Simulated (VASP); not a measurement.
# Zn4Te3O (P1) in VASP: relaxation of cell and atoms with PBE

Aim: the relaxation of cell and atoms of Zn4Te3O with PBE.

All numbers are computed with VASP 6.6.1; they aren't measurements. Logs are shortened: lines on timing, memory, paths and dates and some standing lists are left out, and cuts for length are marked.

## Step 1: Starting point

The typed cell holds 8 atoms: a = 6.942 Å, b = 6.981 Å, c = 6.875 Å, α = 130.47°, β = 129.27°, γ = 74.21°.

The cell was built by a generator and needn't be a form met in nature.

## Step 2: Relaxation of cell and atoms, PBE

File INCAR:

```
ALGO     = Fast           # electronic algorithm
EDIFF    = 1E-5           # SCF threshold, eV
EDIFFG   = -0.03          # ionic threshold
ENCUT    = 520            # plane-wave cutoff, eV
GGA      = PE             # functional
IBRION   = 2              # ionic algorithm
ISIF     = 3              # what is computed and relaxed
ISMEAR   = 0              # smearing method
ISYM     = 0            
KPAR     = 8            
LASPH    = True           # aspherical terms in the spheres
LCHARG   = False          # write CHGCAR
LREAL    = Auto         
LWAVE    = False          # write WAVECAR
NELM     = 80             # most SCF steps
NSW      = 110            # ionic steps
PREC     = Normal         # precision mode
SIGMA    = 0.15           # smearing width, eV
```

File KPOINTS:

```
k-points
0
Gamma
  6 6 6
```

File POSCAR:

```
Zn4Te3O
1.0
   -2.9166720500      2.9988121800      5.5402145400
    2.9652727300     -2.9968152400      5.5642242400
    2.8396233200      2.9197665100     -5.5391857400
Zn Te O
4 3 1
Direct
    0.6562408700      0.7078497700      0.5783039300
    0.0945715900      0.1228957000      0.4053535200
    0.3049811000      0.9001766300      0.0194201300
    0.9082671900      0.2900494400      0.9988938900
    0.4851457600      0.5083312400      0.0047679700
    0.2500934200      0.7735776200      0.5057868800
    0.7538698500      0.2551498200      0.5307433400
    0.0033091200      0.0088912300      0.0110196400
```

Potentials or basis: VASP PAW PBE potentials, release 64 (Zn, Te, O).

Launch:

```console
$ cat potpaw_PBE.64/Zn/POTCAR potpaw_PBE.64/Te/POTCAR potpaw_PBE.64/O/POTCAR > POTCAR
$ mpirun -np 8 vasp_std > vasp.out
```

OUTCAR:

```text
EDIFF = 1E-5
   EDIFFG = -0.03
   ENCUT = 520
   GGA = PE
   IBRION = 2
   ISIF = 3
   ISMEAR = 0
   ISYM = 0
   LASPH = True
   LREAL = Auto
   NELM = 80
   NSW = 110
   PREC = Normal

 ion  position               nearest neighbor table
   1  0.656  0.708  0.578-   8 2.15   6 2.49   5 2.60   7 2.89
   2  0.095  0.123  0.405-   8 1.92   5 2.65   6 2.72   7 2.75
   3  0.305  0.900  0.019-   8 2.00   5 2.65   7 2.69   6 2.80
   4  0.908  0.290  0.999-   8 1.93   7 2.51   6 2.79   5 2.93
   5  0.485  0.508  0.005-   1 2.60   3 2.65   2 2.65   4 2.93
   6  0.250  0.774  0.506-   1 2.49   2 2.72   4 2.79   3 2.80
   7  0.754  0.255  0.531-   4 2.51   3 2.69   2 2.75   1 2.89
   8  0.003  0.009  0.011-   2 1.92   4 1.93   3 2.00   1 2.15

IMPORTANT INFORMATION: All symmetrisations will be switched off!
NOSYMM: (Re-)initialisation of all symmetry stuff for point group C_1.

----------------------------------------------------------------------------------------

                                     Primitive cell

  volume of cell :     190.7196

  direct lattice vectors                    reciprocal lattice vectors
    -2.916672050  2.998812180  5.540214540     0.001854454  0.168967978  0.090015576
     2.965272730 -2.996815240  5.564224240     0.171912685  0.002222456  0.089301270
     2.839623320  2.919766510 -5.539185740     0.174544572  0.171231863 -0.000794720

  length of vectors
     6.942177431  6.980998162  6.875396406     0.191458666  0.193735974  0.244513374

  position of ions in fractional coordinates (direct lattice)
     0.656240870  0.707849770  0.578303930
     0.094571590  0.122895700  0.405353520
     0.304981100  0.900176630  0.019420130
     0.908267190  0.290049440  0.998893890
     0.485145760  0.508331240  0.004767970
     0.250093420  0.773577620  0.505786880
     0.753869850  0.255149820  0.530743340
     0.003309120  0.008891230  0.011019640

  ion indices of the primitive-cell ions
   primitive index   ion index
                 1           1
                 2           2
                 3           3
                 4           4
                 5           5
                 6           6
                 7           7
                 8           8

----------------------------------------------------------------------------------------

 KPOINTS: k-points

Automatic generation of k-mesh.
 Grid dimensions read from file:
 generate k-points for:    6    6    6

 Generating k-lattice:

  Cartesian coordinates                     Fractional coordinates (reciprocal lattice)
     0.000309076  0.028161330  0.015002596     0.166666667  0.000000000  0.000000000
     0.028652114  0.000370409  0.014883545    -0.000000000  0.166666667  0.000000000
     0.029090762  0.028538644 -0.000132453     0.000000000 -0.000000000  0.166666667

  Length of vectors
     0.031909778  0.032289329  0.040752229

  Shift w.r.t. Gamma in fractional coordinates (k-lattice)
     0.000000000  0.000000000  0.000000000

 Subroutine IBZKPT returns following result:
 ===========================================

 Found    112 irreducible k-points:

 Following reciprocal coordinates:
            Coordinates               Weight
  0.000000  0.000000  0.000000      1.000000
  0.166667 -0.000000  0.000000      2.000000
  0.333333 -0.000000  0.000000      2.000000
  0.500000  0.000000  0.000000      1.000000
  0.000000  0.166667  0.000000      2.000000
  0.166667  0.166667  0.000000      2.000000
[... 16 lines left out ...]
  0.333333  0.000000  0.166667      2.000000
  0.500000  0.000000  0.166667      2.000000
 [... further k-points ...]
   k-points           NKPTS =    112   k-points in BZ     NKDIM =    112   number of bands    NBANDS=     43
   number of dos      NEDOS =    301   number of ions     NIONS =      8
   total plane-waves  NPLWV =  64000
   dimension x,y,z NGX =    40 NGY =   40 NGZ =   40
   dimension x,y,z NGXF=    80 NGYF=   80 NGZF=   80
   ions per type =               4   3   1
   NGX,Y,Z   is equivalent  to a cutoff of   9.58,  9.53,  9.67 a.u.
   NGXF,Y,Z  is equivalent  to a cutoff of  19.16, 19.05, 19.34 a.u.
 SYSTEM =  unknown system
   PREC   = normal    normal or accurate (medium, high low for compatibility)
   ISTART =      0    job   : 0-new  1-cont  2-samecut
   ICHARG =      2    charge: 1-file 2-atom 10-const
   ISPIN  =      1    spin polarized calculation?
   LNONCOLLINEAR =      F non collinear calculations
   LSORBIT =      F    spin-orbit coupling
   LASPH  =      T    aspherical Exc in radial PAW
   ENCUT  =  520.0 eV  38.22 Ry    6.18 a.u.  12.91 12.98 12.78*2*pi/ulx,y,z
   NELM   =     80;   NELMIN=  2; NELMDL= -5     # of ELM steps
   EDIFF  = 0.1E-04   stopping-criterion for ELM
   LREAL  =      T    real-space projection
   EDIFFG = -.3E-01   stopping-criterion for IOM
   NSW    =    110    number of steps for IOM
   IBRION =      2    ionic relax: 0-MD 1-quasi-New 2-CG
   NFREE  =      1    steps in history (QN), initial steepest desc. (CG)
   ISIF   =      3    stress and relaxation
   ISYM   =      0    0-nonsym 1-usesym 2-fastsym
   POTIM  = 0.5000    time-step for ionic-motion
   TEBEG  =    0.0;   TEEND  =   0.0 temperature during run
   PSTRESS=    0.0 pullay stress
   NELECT =      72.0000    total number of electrons
   NUPDOWN=      -1.0000    fix difference up-down
   EMIN   =  10.00;   EMAX   =-10.00  energy-range for DOS
   EFERMI =   0.00;   METHOD = LEGACY
   ISMEAR =     0;   SIGMA  =   0.15  broadening in eV -4-tet -1-fermi 0-gaus
   EFERMI_NEDOS =   21; number of points for ismear=-14 and -15
   IALGO  =     68    algorithm
   IMIX   =      4    mixing-type and parameters
     AMIX     =   0.40;   BMIX     =  1.00
     AMIX_MAG =   1.60;   BMIX_MAG =  1.00
  volume/ion in A,a.u.               =      23.84       160.88
  Fermi-wavevector in a.u.,A,eV,Ry     =   1.183188  2.235902 19.047271  1.399935
  Thomas-Fermi vector in A             =   2.319428
   LORBIT       =      0    0 simple, 1 ext, 2 COOP (PROOUT), +10 PAW based schemes
   GGA     = PE    functional components
   LHFCALC =     F    Hartree Fock is set to
   AEXX    =    0.0000 exact exchange contribution
   IVDW    =     0    specifies the selected vdW correction
   LEPSILON=     F    determine dielectric tensor
   LRPA    =     F    only Hartree local field effects (RPA)
 conjugate gradient relaxation of ions
 non-spin polarized calculation
 RMM-DIIS sequential band-by-band and
 Gauss-broadening in eV      SIGMA  =   0.15
  energy-cutoff  :      520.00
  volume of cell :      190.72
 maximum number of plane-waves:      5164
   NGX = 25   NGY = 25   NGZ = 25

--------------------------------------- Ionic step        1  -------------------------------------------

 number of electron      71.9999969 magnetization

 Free energy of the ion-electron system (eV)
  ---------------------------------------------------
  ext. energy  EPLUGINS =         0.00000000
  ---------------------------------------------------
  free energy    TOTEN  =       -22.99280140 eV

  energy without entropy =      -22.99052007  energy(sigma->0) =      -22.99166073

------------------------ aborting loop because EDIFF is reached ----------------------------------------

  FORCE on cell =-STRESS in cart. coord.  units (eV):
  Direction    XX          YY          ZZ          XY          YZ          ZX
  --------------------------------------------------------------------------------------
  -------------------------------------------------------------------------------------
  Total        2.5208362      1.9581902      1.8837116      0.9495552     -1.0591422     -1.5605593
  in kB       21.1767830     16.4501643     15.8244915      7.9769263     -8.8975336    -13.1097873
  external PRESSURE =      17.8171463 kB  Pullay stress =       0.0000000 kB
[... 107 lines left out ...]
  FREE ENERGIE OF THE ION-ELECTRON SYSTEM (eV)
  ---------------------------------------------------
  free  energy   TOTEN  =       -23.3787427917 eV

  energy  without entropy=      -23.3767617243  energy(sigma->0) =      -23.37775226

[... ionic steps 4 to 17 ...]

--------------------------------------- Ionic step       18  -------------------------------------------

 number of electron      71.9999991 magnetization

------------------------ aborting loop because EDIFF is reached ----------------------------------------

  FORCE on cell =-STRESS in cart. coord.  units (eV):
  Direction    XX          YY          ZZ          XY          YZ          ZX
  --------------------------------------------------------------------------------------
  -------------------------------------------------------------------------------------
  Total        0.1462929      0.1090197     -0.0003143     -0.0106835      0.0407851      0.0870096
  in kB        1.2196794      0.9089237     -0.0026202     -0.0890712      0.3400354      0.7254205
  external PRESSURE =       0.7086610 kB  Pullay stress =       0.0000000 kB
[... 69 lines left out ...]
  energy  without entropy=      -23.5632672526  energy(sigma->0) =      -23.56368995

--------------------------------------- Ionic step       20  -------------------------------------------

 number of electron      71.9999991 magnetization

 Free energy of the ion-electron system (eV)
  ---------------------------------------------------
  ext. energy  EPLUGINS =         0.00000000
  ---------------------------------------------------
  free energy    TOTEN  =       -23.56461308 eV

  energy without entropy =      -23.56376886  energy(sigma->0) =      -23.56419097

 E-fermi :   3.2031     XC(G=0):  -9.3334

 val. band max:        2.9826795850   @ k =   0.0000   0.0000   0.0000
 cond. band min:       3.2917059606   @ k =   0.0000   0.0000   0.0000
 fundamental gap:      0.3090263756
 Fermi energy:         3.2031485681

 k-point     1 :       0.0000    0.0000    0.0000
  band No.  band energies     occupation
      1     -15.2471      2.00000
      2      -8.3842      2.00000
      3      -7.2397      2.00000
      4      -6.9950      2.00000
      5      -3.9133      2.00000
      6      -3.8803      2.00000
[... 1093 lines left out ...]
     42       7.5762      0.00000
     43       7.8552      0.00000

 [... further k-points ...]

------------------------ aborting loop because EDIFF is reached ----------------------------------------

  FORCE on cell =-STRESS in cart. coord.  units (eV):
  Direction    XX          YY          ZZ          XY          YZ          ZX
  --------------------------------------------------------------------------------------
  -------------------------------------------------------------------------------------
  Total        0.0216051     -0.0057495     -0.0985357     -0.0017037     -0.0112293     -0.0145963
  in kB        0.1800202     -0.0479066     -0.8210280     -0.0141958     -0.0935661     -0.1216210
  external PRESSURE =      -0.2296381 kB  Pullay stress =       0.0000000 kB
[... 23 lines left out ...]
  FREE ENERGIE OF THE ION-ELECTRON SYSTEM (eV)
  ---------------------------------------------------
  free  energy   TOTEN  =       -23.5646130751 eV

  energy  without entropy=      -23.5637688586  energy(sigma->0) =      -23.56419097

 reached required accuracy - stopping structural energy minimisation
```

Run time: 21 min. Hardware: 8 MPI ranks of Intel Xeon Platinum 8488C (Sapphire Rapids), shared host; peak memory 0.69 GiB.

Results:

- Free energy: -23.5646 eV
- Relaxed volume: 24.04 Å³/atom
- Relaxed cell: a = 7.004 Å, b = 7.006 Å, c = 7.002 Å, α = 130.84°, β = 130.86°, γ = 72.02°
- Space group after relaxing (to 0.05 Å): I-42m (No. 121)
- Energy gained by relaxing: 71.5 meV/atom
- Ionic steps: 20
- Pressure after relaxing: 0.0 GPa
- Largest force after relaxing: 0.018 eV/Å
- Band gap on the k mesh: 0.31 eV, direct

Forces on the atoms (eV/Å):
```
Zn  -0.005  0.000 -0.009
Zn  -0.004  0.002  0.011
Zn   0.009 -0.001  0.015
Zn   0.001  0.003 -0.014
Te  -0.003  0.005 -0.004
Te   0.004 -0.008  0.004
Te   0.000  0.017 -0.005
O   -0.001 -0.018  0.002
```

The path:
```csv
step,energy change (eV),largest force (eV/Å),pressure (GPa),volume (Å³)
1,0.0000,1.3939,1.78,190.72
2,-0.3633,0.5897,-1.23,198.10
3,-0.3859,0.4228,-1.99,200.78
4,-0.5156,0.2742,-0.43,193.55
5,-0.5260,0.2626,0.46,190.58
6,-0.5263,0.2572,0.32,190.96
7,-0.5484,0.1827,0.08,191.64
8,-0.5507,0.1789,0.10,191.90
9,-0.5507,0.1801,0.13,191.96
10,-0.5579,0.1104,-0.08,192.84
11,-0.5604,0.1020,-0.31,193.79
12,-0.5655,0.0840,0.02,192.34
13,-0.5658,0.0856,0.15,192.06
14,-0.5683,0.0662,0.09,192.38
15,-0.5688,0.0922,0.01,192.69
16,-0.5703,0.0520,-0.09,193.07
17,-0.5703,0.0437,-0.21,193.24
18,-0.5712,0.0648,0.07,192.17
19,-0.5713,0.0581,0.01,192.37
20,-0.5718,0.0181,-0.02,192.29
```

Final structure:
```
CELL_PARAMETERS angstrom
-2.91057 2.91369 5.66550
2.91544 -2.90986 5.66741
2.91139 2.91006 -5.66437
ATOMIC_POSITIONS crystal
Zn 0.68614 0.70147 0.60468
Zn 0.08742 0.10281 0.40971
Zn 0.30319 0.91191 0.00637
Zn 0.90245 0.31682 0.00674
Te 0.49476 0.50750 0.00625
Te 0.24446 0.75874 0.50709
Te 0.74268 0.25901 0.50562
O 0.99538 0.00865 0.00783
```

Levels at points of the mesh, in eV from the valence-band top:
```tsv
k point	band 32	band 33	band 34	band 35	band 36	band 37	band 38	band 39	band 40	band 41
(0.00, 0.00, 0.00)	-1.92	-1.92	-0.11	-0.11	0.00	0.31	2.78	2.81	4.15	4.69
(0.50, 0.00, 0.00)	-1.91	-1.65	-1.19	-1.14	-0.16	2.82	3.01	3.10	3.98	4.67
(0.00, 0.50, 0.00)	-1.90	-1.66	-1.19	-1.14	-0.16	2.81	3.00	3.09	3.99	4.67
(0.50, 0.50, 0.00)	-1.56	-0.68	-0.27	-0.14	-0.14	0.94	3.05	3.48	4.26	4.87
(0.00, 0.00, 0.50)	-1.56	-0.68	-0.27	-0.14	-0.13	0.94	3.05	3.49	4.26	4.87
(0.50, 0.00, 0.50)	-1.91	-1.66	-1.19	-1.13	-0.17	2.81	3.01	3.10	3.97	4.68
(0.00, 0.50, 0.50)	-1.90	-1.66	-1.20	-1.13	-0.16	2.80	2.99	3.10	3.99	4.68
(0.50, 0.50, 0.50)	-1.41	-1.08	-1.08	-0.61	-0.60	2.22	2.63	3.01	3.07	3.07
```

Caveat: spin-orbit coupling is left out, which moves the levels of the heavy elements. PBE gaps usually lie below the measured ones, often by a third to a half.
